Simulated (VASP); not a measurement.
```xyz
4
Lattice="3.7083 0.0000 0.0000 -1.8542 3.2115 0.0000 0.0000 0.0000 6.6027" Properties=species:S:1:pos:R:3 pbc="T T T"
Pt     0.0000     2.1410     0.0608
Pt     1.8542     1.0705     3.3622
S      0.0000     2.1410     2.4152
S      1.8542     1.0705     5.7166
```

Method: PBE GGA, VASP's PBE PAW potentials (set 64) (plane waves; VASP). Run with 400 eV cut-off, 11×11×5 Γ-centred mesh, tetrahedra with Blöchl corrections, potentials Pt S.

The cores are frozen, which limits the accuracy of field gradients.

Task: Give the principal components of the electric field gradient (V/Å²) and the asymmetry η at each nucleus.

Result: 
| atom | Vxx | Vyy | Vzz | η |
|---|---|---|---|---|
| Pt1 | 64.0 | 63.9 | -127.9 | 0.00 |
| Pt2 | 64.0 | 63.9 | -127.9 | 0.00 |
| S3 | 5.6 | 5.6 | -11.2 | 0.00 |
| S4 | 5.6 | 5.6 | -11.2 | 0.00 |

The structure was generated: PtS was put into the wurtzite type (P6_3mc), which need not be its known phase. It was relaxed first, which changed the volume by -9 %.
